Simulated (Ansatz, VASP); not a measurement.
# K4Mg2Sc2Al12Si15O55 (glassy 58SiO2-23Al2O3-8K2O-8MgO-4Sc2O3 (mol %)): VASP beside Ansatz, part 3 of 3

Wanted: the spread between two codes on one cell, functional and k mesh. Of the first pair: The structure shown is the start of the Ansatz relaxation below; VASP solves that cell, so the two are compared at the walk's first step.

VASP 6.6.1 and Ansatz 0.2.0.

So far. Step 3 (VASP: single point, PBE, start cell, pair 1): The run ends at a pressure of 8.15 GPa, with forces up to 3.6 eV/Å.

## 6. VASP: single point, PBE, relaxed cell, pair 2

Level of this step: PBE; plane waves and PAW (Si, Al, K_sv, Mg, Sc_sv, O) (VASP).

The same cell, functional and mesh now go to VASP, with its own data sets.

INCAR

```
SYSTEM = K4Mg2Sc2Al12Si15O55
PREC = Accurate
ENCUT = 600
EDIFF = 1E-06
NELM = 120
ISMEAR = 0
SIGMA = 0.01
LREAL = Auto
ALGO = Normal
GGA = PE
NBANDS = 312
LASPH = .TRUE.
LORBIT = 11
LWAVE = .FALSE.
LCHARG = .FALSE.
ISIF = 2
GGA_COMPAT = .FALSE.
EFERMI = MIDGAP
NCORE = 2
```

POSCAR

```
K4Mg2Sc2Al12Si15O55
1.0
   10.3804370000     -0.0262000000     -0.0822450000
   -0.0262000000     10.8152910000     -0.1230710000
   -0.0822450000     -0.1230710000     10.6217090000
Si Al K Mg Sc O
15 12 4 2 2 55
Direct
    0.0211500000      0.5153300000      0.4408200000
    0.2309600000      0.9971300000      0.5663500000
    0.4209500000      0.3885900000      0.6342600000
    0.8274300000      0.7792100000      0.6406200000
    0.0055800000      0.1159200000      0.7104900000
    0.2426300000      0.7040600000      0.5153400000
    0.6114100000      0.3830100000      0.1230400000
    0.7774400000      0.8213500000      0.9131100000
    0.1982800000      0.3947300000      0.2439100000
    0.1598200000      0.9624300000      0.1980900000
    0.7585000000      0.0356700000      0.5658700000
    0.6011700000      0.7283700000      0.2429700000
    0.8308500000      0.2607200000      0.0224200000
    0.3957600000      0.6922500000      0.0119500000
    0.5110900000      0.9439700000      0.9794600000
    0.4701800000      0.9977200000      0.2575300000
    0.0453600000      0.4694300000      0.9968700000
    0.4263800000      0.6592700000      0.7217900000
    0.3651100000      0.2148500000      0.3947200000
    0.7294600000      0.5620200000      0.4557800000
    0.9937900000      0.0234700000      0.9808100000
    0.4402900000      0.5161100000      0.3690800000
    0.1136000000      0.7192700000      0.0548400000
    0.8088000000      0.6165500000      0.0791600000
    0.4868200000      0.9585400000      0.6953100000
    0.0933500000      0.6708200000      0.7676500000
    0.1099900000      0.3988300000      0.7036700000
    0.9532900000      0.7946700000      0.3524900000
    0.2956700000      0.2095900000      0.0385000000
    0.7376500000      0.4737700000      0.7623300000
    0.7724200000      0.9949700000      0.1943300000
    0.9886600000      0.1211000000      0.4178000000
    0.2200100000      0.9233400000      0.8709200000
    0.5613600000      0.2191900000      0.8656600000
    0.6586400000      0.2710100000      0.3717900000
    0.5000500000      0.0321700000      0.8541600000
    0.3069200000      0.4975800000      0.2697800000
    0.7329300000      0.2771600000      0.1516800000
    0.3040800000      0.9848600000      0.7042400000
    0.2188300000      0.8569300000      0.5023700000
    0.1526800000      0.0076800000      0.0460000000
    0.3828100000      0.8506000000      0.9755000000
    0.8203700000      0.8956600000      0.5373000000
    0.6412000000      0.8652800000      0.9760800000
    0.0174400000      0.4544100000      0.5786100000
    0.4951700000      0.6887700000      0.1330300000
    0.3046700000      0.9819800000      0.2505200000
    0.2585200000      0.6399400000      0.0520800000
    0.5663800000      0.8679000000      0.2942900000
    0.5469900000      0.3916400000      0.2629000000
    0.0483100000      0.0280600000      0.2817900000
    0.7921600000      0.6744500000      0.9260100000
    0.1164700000      0.7736600000      0.8962400000
    0.3725200000      0.6456500000      0.4634100000
    0.2546700000      0.2573100000      0.2782400000
    0.5092200000      0.1398400000      0.3424800000
    0.9269600000      0.1500100000      0.0570700000
    0.0467600000      0.2553400000      0.7425800000
    0.8531000000      0.1038700000      0.6742900000
    0.2726000000      0.3829900000      0.6772100000
    0.1166600000      0.8182500000      0.1838600000
    0.6895700000      0.5034400000      0.0847900000
    0.0520200000      0.0281900000      0.8243300000
    0.9868900000      0.6072800000      0.0768400000
    0.3036500000      0.1029500000      0.4933100000
    0.1502100000      0.3900700000      0.0960400000
    0.0725800000      0.4111800000      0.3382600000
    0.4433700000      0.6296900000      0.8833000000
    0.4219000000      0.3611100000      0.4746000000
    0.5127100000      0.0368000000      0.0998800000
    0.0823000000      0.5132400000      0.8320200000
    0.9735600000      0.7335400000      0.6701600000
    0.7927600000      0.1191900000      0.4377900000
    0.7000700000      0.4047800000      0.4825200000
    0.8834400000      0.5644300000      0.3881100000
    0.8870600000      0.9000200000      0.9917700000
    0.5950600000      0.6172600000      0.3531000000
    0.6094700000      0.0332100000      0.6083400000
    0.7508600000      0.7278100000      0.1939700000
    0.5072200000      0.2860300000      0.7065200000
    0.4872400000      0.8024700000      0.6900300000
    0.1163100000      0.6386500000      0.4478900000
    0.4884800000      0.5227700000      0.6548800000
    0.7420800000      0.6638500000      0.5872700000
    0.2426900000      0.6751300000      0.6733400000
    0.7415000000      0.2214800000      0.9007800000
    0.7697600000      0.8525700000      0.7643700000
    0.9021300000      0.3869500000      0.9854700000
    0.0789900000      0.0579400000      0.5792400000
    0.5165200000      0.3257000000      0.0126800000
```

KPOINTS

```
Automatic mesh
0
Gamma
1 1 1
0 0 0
```

Potentials, in the order of the species: Si, Al, K_sv, Mg, Sc_sv and O (PBE family, release 64).

On the command line:

```console
$ mpirun -np 8 vasp_gam
```

Numbers of over 12 decimals in the logs are rounded to 6 here.

The log of the run:

```text
[... set-up lines as in an earlier step ...]
 entering main loop
       N       E                     dE             d eps       ncg     rms          rms(c)
DAV:   1     0.571734898708E+04    0.57173E+04   -0.29957E+05   624   0.175E+03
DAV:   2    -0.167004230692E+03   -0.58844E+04   -0.56710E+04   736   0.434E+02
DAV:   3    -0.725733288974E+03   -0.55873E+03   -0.54768E+03   760   0.160E+02
DAV:   4    -0.769711590272E+03   -0.43978E+02   -0.43780E+02  1032   0.573E+01
[...]
DAV:  18    -0.667621040251E+03    0.11476E-04   -0.44895E-05   872   0.283E-02    0.885E-03
DAV:  19    -0.667621042610E+03   -0.23591E-05   -0.39726E-05   744   0.154E-02    0.973E-03
DAV:  20    -0.667621042613E+03   -0.30050E-08   -0.44279E-06   672   0.614E-03
   1 F= -.66762104E+03 E0= -.66762104E+03  d E =0.000000E+00
```

OUTCAR, selected parts (step 6):

```text
  Total       -0.8532989     -0.1519501     -0.6680711      0.1442799      0.1074976      0.1132637
  in kB       -1.1467012     -0.2041974     -0.8977838      0.1938897      0.1444601      0.1522089
  external PRESSURE =      -0.7495608 kB  Pullay stress =       0.0000000 kB

 POSITION                                       TOTAL-FORCE (eV/Angst)
 -----------------------------------------------------------------------------------
      0.16979      5.51864      4.61710        -0.011629      0.010061     -0.014724
      2.32476     10.70850      5.87389        -0.042041     -0.009198     -0.036419
      4.30730      4.11363      6.65448         0.009601     -0.011214     -0.020938
      8.51598      8.32686      6.64053        -0.004231      0.017347     -0.023601
     -0.00355      1.16612      7.53189        -0.024946     -0.005948     -0.003226
      2.45777      7.54483      5.36719        -0.036846      0.046214     -0.008743
      6.32655      4.11120      1.20947        -0.006067      0.002260      0.015829
      7.97355      8.75039      9.53376        -0.024404      0.020977      0.023937
      2.02783      4.23391      2.52585        -0.051860     -0.005652     -0.017655
      1.61749     10.38039      1.97246         0.013100      0.031671      0.006035
      7.82609      0.29627      5.94373         0.005142      0.009754      0.016035
[...]
0.88830      7.15819      8.06352         0.005421     -0.000577     -0.007286
      1.07342      4.22398      7.41605        -0.008143     -0.011685      0.025796
[...]
-----------------------------------------------------------------------------------
    total drift:                               -0.004447     -0.008732     -0.001988

  FREE ENERGIE OF THE ION-ELECTRON SYSTEM (eV)
  ---------------------------------------------------
  free  energy   TOTEN  =      -667.6210426134 eV

  energy  without entropy=     -667.6210426134  energy(sigma->0) =     -667.62104261

[... 1 part as in an earlier step ...]

[... 2 further parts left out ...]
[key lines of the parts left out:]
E-fermi :   3.6889
```

The run ends at a pressure of -0.07 GPa, with forces up to 0.099 eV/Å.

## 7. Differences

What differs besides the data sets and the points named for the pairs above, as far as they apply: the data sets hold 504 valence electrons in Ansatz (on its default PAW (the set named soft_2) files) and 488 in VASP; the cutoff is 420 eV in Ansatz and 600 eV in VASP (PREC = Accurate, projectors in real space). Total energies have different zeros and are not compared.

The two programs side by side:

```tsv
quantity	Ansatz	VASP	difference
pressure (GPa)	0.01	-0.07	+0.09
gap on the k mesh (eV)	3.619	3.602	+0.017
```

Forces on 7 of the 90 atoms, those with the largest forces and the largest differences (eV/Å; atoms numbered as in POSCAR):

```tsv
atom	Ansatz x, y, z	VASP x, y, z
Sc35	0.007, 0.033, 0.014	0.040, -0.072, -0.029
O39	0.004, -0.002, 0.001	0.022, -0.020, 0.068
O54	-0.001, -0.002, -0.006	0.059, -0.047, -0.031
O58	-0.005, 0.005, -0.011	0.018, 0.064, -0.017
O65	-0.015, 0.008, -0.003	0.010, 0.058, -0.038
O68	0.001, -0.005, 0.001	0.012, -0.013, -0.060
O74	-0.012, -0.022, -0.005	0.010, 0.067, 0.072
```

The forces differ by 25 meV/Å r.m.s., where the r.m.s. force is 0.007 eV/Å in Ansatz and 0.024 eV/Å in VASP: the atoms lie near their places of rest in Ansatz, so a percentage would say little (all taken over all components). A gap on the mesh is an upper bound, since the band edges may lie between its points.

## 8. Summary of results

```json
{"r.m.s. force difference (single point, PBE, start cell, pair 1)": "3.2 % of the r.m.s. force", "r.m.s. force difference (single point, PBE, relaxed cell, pair 2)": "25 meV/Å"}
```

In words: The r.m.s. force difference is 25 meV/Å (single point, PBE, relaxed cell, pair 2), beyond the 12 meV/Å picked in this series as the mark of a large difference. The data sets hold unlike numbers of valence electrons (504 in Ansatz and 488 in VASP), so part of the differences comes from the potentials. What causes the difference of the single point, PBE, start cell, pair 1 pair stays open here. What causes the difference of the single point, PBE, relaxed cell, pair 2 pair stays open here. Such differences can come from data sets, numerical settings and the points named under the comparisons, not from the functional's error against experiment.

[Lines on the potential files, build, host, timing and source positions are cut from VASP's logs without a mark.]

[Logs are printed without paths, hosts, clocks, repeated set-up lines and the standing remarks that a program may print on its own settings, such as how far it seeks lower states.]

[Hosts, paths, dates, database ids (printed as entryN), source tags and the programs' standing remarks are cut or masked in the printed files.]
